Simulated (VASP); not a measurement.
ZnS (zinc blende) relaxed at rising pressure, in one space group throughout; other phases were not tried. The pressures are those reached. Level of theory: PBEsol GGA, VASP's PBE PAW potentials (set 64) (plane waves; VASP).

```
P (GPa)  V (Å³/atom)  k-mesh
-------  -----------  ------
-0.11         19.294   9×9×9
5.02          18.209   9×9×9
9.98          17.405   9×9×9
19.98         16.200   9×9×9
29.95         15.318   9×9×9
```

### Question
Fit an equation of state and predict the volume at 44.92 GPa.

### Answer
Least squares on the third-order Birch-Murnaghan form, P = (3B0/2)(y⁷ − y⁵)[1 + (3/4)(B′ − 4)(y² − 1)] with y = (V0/V)^(1/3), gives V0 = 19.267 Å³/atom, B0 = 78 GPa and B′ = 4.4, and so 14.328 Å³/atom. The run gave 14.326 Å³/atom, -0.0 % from the fit.

Pressures at which the relaxation failed are left out.

The compound is ZnS in the zinc blende structure.
